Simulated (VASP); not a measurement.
Input:

```
CdO
1.0
    0.00000     2.32731     2.32731
    2.32731     0.00000     2.32731
    2.32731     2.32731     0.00000
Cd O
1 1
Direct
  0.00000   0.00000   0.00000
  0.50000   0.50000   0.50000
```

All values below come from LDA (Ceperley-Alder, Perdew-Zunger), VASP's LDA PAW potentials (set 64) (plane waves; VASP 6.6.1). Settings: 520 eV cut-off, 15×15×15 Γ-centred mesh, tetrahedra with Blöchl corrections, potentials Cd O.

### Question
Estimate the energy per atom (σ→0), band gap (on the k-mesh) with the smallest direct gap where there is one.

### Answer

```yaml
band gap (on the k-mesh): none (metal, semimetal or under 0.01 eV)
energy per atom (σ→0): -4.670 eV/atom
```

Total energies compare only between runs with the same potentials, cut-off and functional.

The structure comes from a computed database's CdO entry (Fm-3m); how it stands against other phases isn't given here. It was relaxed first.
